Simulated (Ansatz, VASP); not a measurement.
# Cross-check of CdC2 between VASP and Ansatz, part 2 of 2

Aim: how closely do two programs agree when they are given the same cell, functional and k mesh? The cell is generated by rule, not measured, and may not be a known phase. The cell is taken from a series of runs on this material, whose earlier steps may have relaxed, scaled, displaced or heated it; both programs get it as it stands.

VASP 6.6.1 and Ansatz 0.2.0.

So far: The starting structure; VASP: relaxation of cell and atoms, PBE.

The structure was built from a prototype and need not be the compound's stable phase.

## 3. Ansatz: relaxation of cell and atoms, PBE

Level of this step: Ansatz beside VASP: Kohn-Sham DFT, plane waves, PBE (Ansatz).

Ansatz runs on its NC files.

The same cell, functional and mesh now go to Ansatz, which takes its cutoff from its data sets.

input.yaml reads:

```yaml
crystal:
  lattice:
    - [5.9203150559, 0.0, 0.0]
    - [0.0, 3.9644499121, 0.0]
    - [0.0, 0.0, 3.9643213079]
  atoms:
    - { symbol: Cd, position: [0.0109973264, 0.2174158645, 0.5090318716] }
    - { symbol: Cd, position: [0.5109973264, 0.7825841355, 0.0090318716] }
    - { symbol: C, position: [-0.0488755938, 0.656625181, 0.8449016569] }
    - { symbol: C, position: [0.4459488225, 0.1196952958, 0.5686057337] }
    - { symbol: C, position: [-0.0540511775, 0.8803047042, 0.0686057337] }
    - { symbol: C, position: [0.4511244062, 0.343374819, 0.3449016569] }
kpoints:
  mp_grid: { grid: [4, 6, 6] }
hamiltonian:
  xc: pbe
  pseudopotentials: { kind: nc }
scf:
  occupations: { method: fixed }
output:
  forces: true
  stress: true
  eigenvalues: true
relax:
  adjacent_minimum: "off"
  f_tol: 0.002
  max_steps: 120
  cell: { stress_tol: 0.03 }
```

Launch:

```bash
$ ansatz run input.yaml --threads 8 --pin off --max-ram 14336MiB --backend cpu --events-out ev --progress --plain --runs-dir out
```

Numbers of over 12 decimals in the logs are rounded to 6 here.

Output:

```text
Engine: ansatz 0.2.0, x86_64-unknown-linux-gnu
Pseudopotentials: kind: nc
Pseudopotential: Cd, nc, valence charge 20, recommended cutoff 1071 eV (normal), Cd.nc.azcp
Pseudopotential: C, nc, valence charge 4, recommended cutoff 1115.666836 eV (normal), C.nc.azcp
Functional definition: PBE
  parameter kappa = 0.804
  parameter beta = 0.066725
  exchange = pbe_x(kappa = kappa, mu = beta*pi^2/3)
  correlation = pbe_c(beta = beta)
Crystal: 6 atoms, lattice volume = 93.046 Å³
Basis set: ecut = 1115.666836 eV, 7845 PW (Γ), exchange–correlation on 144×90×90 points (8 copies of the dense FFT grid, shifted against one another)
Bands: 34, of which v1, the nominal top of the filled ones, is band 28 counted from 1 (27 counted from 0)
Symmetry: 2 space group operations
Space group: Pc (ITA 7), of the structure as read, at distance tolerance 4.5e-5 Å
k-points: 56 of 144 (time reversal used)
Non-local potential: Cd, projectors of the file, l = 0: 2, l = 1: 2, l = 2: 2, l = 3: 1
Non-local potential: C, projectors of the file, l = 0: 2, l = 1: 2
Initial density: superposition of atomic densities (chi_scale 0.1, normalization cell, long waves kept (reshape's long-wave potential 0.00 eV rms))
Initial wavefunctions: pseudopotential atomic-orbital guess
Functional: x = pbe(κ = 0.804, μ = 0.219515), c = pbe(β = 0.066725)
SCF iter   1: F=—  HF=-10187.731211 eV  |F-HF|=—  |Δ(HF+E_count)|=         —  Δρ=9.79e-2  dr2=9.13e0  ethr=3.10e-3  ⟨swp⟩=5.0  Hψ=7418  notcnv=0  defer=208
preconditioner: auto → Resta (q_TF=auto, 2.507 Å⁻¹)  ε∞=6.0  [insulator: Δε(μ)=4.301 eV  Ē_g=10.863 eV  n_scr=28 (ndim 8)  ℏωp=24.3 eV  f_vac=0.000  ε∞_Penn≈6.0]
SCF iter   2: F=—  HF=-10185.006894 eV  |F-HF|=—  |Δ(HF+E_count)|=    2.72e0  Δρ=4.37e-2  dr2=1.64e0  ethr=3.10e-3  ⟨swp⟩=3.0  Hψ=3896  notcnv=0  defer=147
SCF iter   3: F=—  HF=-10184.483468 eV  |F-HF|=—  |Δ(HF+E_count)|=   5.23e-1  Δρ=8.01e-3  dr2=3.62e-2  ethr=2.92e-3  ⟨swp⟩=3.0  Hψ=3740  notcnv=0  defer=211
SCF iter   4: F=—  HF=-10184.489487 eV  |F-HF|=—  |Δ(HF+E_count)|=   6.02e-3  Δρ=2.05e-3  dr2=5.58e-3  ethr=6.46e-5  ⟨swp⟩=3.1  Hψ=2565  notcnv=0  defer=224
SCF iter   5: F=—  HF=-10184.490135 eV  |F-HF|=—  |Δ(HF+E_count)|=   6.48e-4  Δρ=1.08e-3  dr2=1.35e-3  ethr=9.97e-6  ⟨swp⟩=3.0  Hψ=3162  notcnv=0  defer=224
SCF iter   6: F=—  HF=-10184.490204 eV  |F-HF|=—  |Δ(HF+E_count)|=   6.93e-5  Δρ=3.42e-4  dr2=8.31e-5  ethr=2.41e-6  ⟨swp⟩=2.0  Hψ=3036  notcnv=0  defer=224
SCF iter   7: F=—  HF=-10184.490294 eV  |F-HF|=—  |Δ(HF+E_count)|=   8.97e-5  Δρ=6.53e-5  dr2=3.77e-6  ethr=1.48e-7  ⟨swp⟩=2.0  Hψ=3066  notcnv=0  defer=224
SCF iter   8: F=—  HF=-10184.490298 eV  |F-HF|=—  |Δ(HF+E_count)|=   4.05e-6  Δρ=2.34e-5  dr2=3.21e-7  ethr=6.74e-9  ⟨swp⟩=3.2  Hψ=4246  notcnv=0  defer=224
SCF iter   9: F=-10184.490298 eV  HF=-10184.490298 eV  |F-HF|=2.01e-8  |Δ(HF+E_count)|=   1.57e-7  Δρ=7.93e-6  dr2=4.47e-8  ethr=1.79e-10  ⟨swp⟩=15.5  Hψ=13090  notcnv=0
SCF 1 converged in 9 iterations: F = -10184.490298 eV  dr2 = 4.47e-8
relax step   1: F+E_penalty+E_count = -10184.49029798 eV  Δ(F+E_penalty+E_count) = +0.000e0 eV  max|allowed force component| = 1.690e-1 eV/Å  Δτ_max = 0.0000 Å  P = -0.173 GPa  Ω = 93.046 Å³  (9 SCF iters, dr2 threshold 1.00e-7 eV, accepted)
[...]
relax step   4: F+E_penalty+E_count = -10184.49424299 eV  Δ(F+E_penalty+E_count) = -2.929e-4 eV  max|allowed force component| = 3.133e-2 eV/Å  Δτ_max = 0.0076 Å  P = -0.025 GPa  Ω = 92.977 Å³  energy of the carried Pulay correction = +8.714e-6 eV  (6 SCF iters, dr2 threshold 2.28e-8 eV, accepted)
[...]
relax step   5: F+E_penalty+E_count = -10184.49451833 eV  Δ(F+E_penalty+E_count) = -2.753e-4 eV  max|allowed force component| = 4.712e-3 eV/Å  Δτ_max = 0.0118 Å  P = -0.023 GPa  Ω = 92.953 Å³  energy of the carried Pulay correction = +1.176e-5 eV  (6 SCF iters, dr2 threshold 6.14e-8 eV, accepted)
[...]
relax step   6: F+E_penalty+E_count = -10184.49466030 eV  Δ(F+E_penalty+E_count) = -1.420e-4 eV  max|allowed force component| = 1.168e-3 eV/Å  Δτ_max = 0.0027 Å  P = -0.001 GPa  Ω = 92.910 Å³  energy of the carried Pulay correction = +1.711e-5 eV  (5 SCF iters, dr2 threshold 2.81e-8 eV, accepted)
[...]
relax step   7: F+E_penalty+E_count = -10184.49464333 eV  Δ(F+E_penalty+E_count) = +1.696e-5 eV  max|allowed force component| = 1.110e-3 eV/Å  Δτ_max = 0.0000 Å  P = -0.001 GPa  Ω = 92.910 Å³  stress off target by 7.14e-3 GPa  SCF on the basis re-selected at this cell (its energy is not comparable with the rows above)  (6 SCF iters)
basis re-selected at this cell: Δ(F+E_penalty+E_count) = +1.696e-5 eV, ΔP = -0.000 GPa vs the last step (what re-selecting the basis moved, of the pressure what is left beyond the Pulay correction that the steps carried, after the strain that the cell walked since its last selection, with what the two solves' SCF thresholds leave and, on support functions, any second-order correction that the steps lacked; it is no m [...]
SCF converged after 6 iterations
Free energy (F): -10184.494643 eV
Harris-Foulkes:  -10184.494643 eV  (|F-HF|=3.64e-12)
Internal energy: -10184.494643 eV  (E = F + TS)
E sigma→0 (E₀):  -10184.494643 eV
Fermi energy:    6.870595 eV
--- Per-component energies (eV) ---
  E_band       = -987.618497
  E_kinetic    = 3691.962485
  E_local      = -10287.141715  (includes V_loc(G=0)·N_el)
  E_nonlocal   = 338.538636
  E_hartree    = 3330.821677
  E_xc         = -1546.764812
  E_vxc        = -1392.621234  (∫ρ·V_xc dr)
  E_ewald      = -5711.910914
  E_smearing   = -0.000000  (= −TS)
  E_closure    = 0.000000  (closes the sum)
  Σ components = -10184.494643   (vs F -10184.494643, Δ=0.00e0)
--- Forces (eV/Å), atoms counted from 1 ---
  atom   1  Cd     0.00029849    -0.00017424    -0.00063282
  atom   2  Cd     0.00029849     0.00017424    -0.00063282
  atom   3  C      0.00062950    -0.00012145     0.00068585
  atom   4  C     -0.00092752    -0.00110968    -0.00005305
  atom   5  C     -0.00092752     0.00110968    -0.00005305
  atom   6  C      0.00062950     0.00012145     0.00068585
  max |Σ_I F_I| component: 9.47e-7 eV/Å
--- Stress (GPa, compression-positive) ---
       -0.005638       0.000000       0.003799
        0.000000       0.001277      -0.000000
        0.003799      -0.000000       0.002468
  P = ⅓ Tr σ = -0.0006 GPa (-0.006 kbar)
--- Band table (eV; the first three rows and the last of 56) ---
  k-point 0: bands = [... 24 lower, 4.5790, 5.9087, 5.9657, 6.1047, 10.5522, 11.5666, 12.7175, 12.7207, ... 2 higher]
  k-point 1: bands = [... 24 lower, 4.8327, 5.9678, 6.0662, 6.0725, 10.8725, 11.6520, 12.2593, 12.3336, ... 2 higher]
  k-point 2: bands = [... 24 lower, 5.2640, 5.6079, 6.0762, 6.1785, 11.3368, 11.4373, 11.8026, 11.8984, ... 2 higher]
  k-point 55: bands = [... 24 lower, 4.3312, 4.4290, 6.4765, 6.7793, 11.5864, 11.6162, 11.9043, 12.2603, ... 2 higher]
--- Relaxed structure (6 steps of the walk, 6 accepted, 1 SCFs on fresh bases) ---
  F+E_penalty+E_count = -10184.49464333 eV   max|allowed force component| = 1.110e-3 eV/Å   (the final SCF, on the basis selected at the relaxed cell)
  cell:  # Å, volume = 92.9103 Å³
    - [5.950772, 0.0, 0.073219]
    - [0.0, 3.952531, 0.0]
    - [0.049028, 0.0, 3.950769]
  atoms:
    - { symbol: Cd, position: [0.00910129, 0.218181, 0.507276] }
    - { symbol: Cd, position: [0.509101, 0.781819, 0.00727644] }
    - { symbol: C, position: [-0.050408, 0.656316, 0.845241] }
    - { symbol: C, position: [0.449378, 0.118873, 0.570022] }
    - { symbol: C, position: [-0.050622, 0.881127, 0.070022] }
    - { symbol: C, position: [0.449592, 0.343684, 0.345241] }
```

In the SCF lines HF is the Harris–Foulkes energy and dr2 the Hartree energy of the density residual, in eV; the loop may stop once dr2 is under the threshold and the program's other checks hold. Hψ counts applications of the Hamiltonian.

## 4. Differences

Known differences besides the potentials themselves: fixed occupations in Ansatz, narrow Gaussian smearing in VASP; the data sets hold 56 valence electrons in Ansatz (on its NC files) and 40 in VASP; the cutoff is 1115.67 eV in Ansatz and 600 eV in VASP; Ansatz adds a Pulay correction to the stress that steers its cell, VASP none. Total energies have different zeros and are not compared.

Both answers:

```tsv
quantity	Ansatz	VASP	difference
volume (Å³)	92.91	93.29	-0.40 %
edge a after relaxation, in the typed setting (Å)	5.951	5.951	+0.00 %
edge b after relaxation, in the typed setting (Å)	3.953	3.961	-0.20 %
edge c after relaxation, in the typed setting (Å)	3.951	3.959	-0.20 %
```

## 5. What came out

- difference in volume (relaxation of cell and atoms, PBE): -0.40 %

In words: The difference in volume is -0.40 % (relaxation of cell and atoms, PBE), within the 1.2 % picked in this series as the mark of a large difference, as far as the stopping tolerances let one tell. The data sets hold unlike numbers of valence electrons (56 in Ansatz and 40 in VASP), so part of the differences comes from the potentials. How closely two codes agree says nothing of how well the functional describes the real material.

[Lines on the potential files, build, host, timing and source positions are cut from VASP's logs without a mark.]

[Logs are printed without paths, hosts, clocks, repeated set-up lines and the standing remarks that a program may print on its own settings, such as how far it seeks lower states.]

[Hosts, paths, dates, database ids (printed as entryN), source tags and the programs' standing remarks are cut or masked in the printed files.]
